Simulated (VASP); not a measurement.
Input:

```
CELL_PARAMETERS angstrom
      1.62455    -2.81380     0.00000
      1.62455     2.81380     0.00000
      0.00000     0.00000    12.91958
ATOMIC_POSITIONS crystal
  W  0.33333 0.66667 0.25000
  W  0.66667 0.33333 0.75000
  Se 0.33333 0.66667 0.87920
  Se 0.66667 0.33333 0.37920
  Se 0.66667 0.33333 0.12080
  Se 0.33333 0.66667 0.62080
```

Calculation: vdW-DF-cx, VASP's PBE PAW potentials (set 64) (plane waves; VASP). Run with 520 eV cut-off, 8×8×2 Γ-centred mesh, Gaussian smearing of 0.050 eV, potentials W_sv Se.

Task: The ions and cell shape at fixed volume are relaxed. What does this cell relax into?

Result: 
```
CELL_PARAMETERS angstrom
      1.63464    -2.83128     0.00000
      1.63464     2.83128     0.00000
      0.00000     0.00000    12.76055
ATOMIC_POSITIONS crystal
  W  0.33333 0.66667 0.25000
  W  0.66667 0.33333 0.75000
  Se 0.33333 0.66667 0.88230
  Se 0.66667 0.33333 0.38230
  Se 0.66667 0.33333 0.11770
  Se 0.33333 0.66667 0.61770
```
Space group P6_3/mmc (194), at a tolerance of 0.03 Å.

Task: How much energy does the relaxation gain?

Result: The energy (σ→0) changes by -6.7 meV/atom, in 5 ionic steps.

```json
[
 {"step": "1", "E(σ→0) (eV)": "-32.0647", "max force (eV/Å)": "0.541", "pressure (GPa)": "4.63", "volume (Å³)": "118.11"},
 {"step": "2", "E(σ→0) (eV)": "-32.0911", "max force (eV/Å)": "0.003", "pressure (GPa)": "2.13", "volume (Å³)": "118.11"},
 {"step": "3", "E(σ→0) (eV)": "-32.0912", "max force (eV/Å)": "0.043", "pressure (GPa)": "2.31", "volume (Å³)": "118.11"},
 {"step": "4", "E(σ→0) (eV)": "-32.1018", "max force (eV/Å)": "0.024", "pressure (GPa)": "1.76", "volume (Å³)": "118.11"},
 {"step": "5", "E(σ→0) (eV)": "-32.1047", "max force (eV/Å)": "0.006", "pressure (GPa)": "1.29", "volume (Å³)": "118.11"}
]
```

The compound is WSe2 in the 2H layered structure. This cell is one point of a volume scan, at 0.97 of the reference volume. Symmetry was kept, so distortions that lower it aren't found.
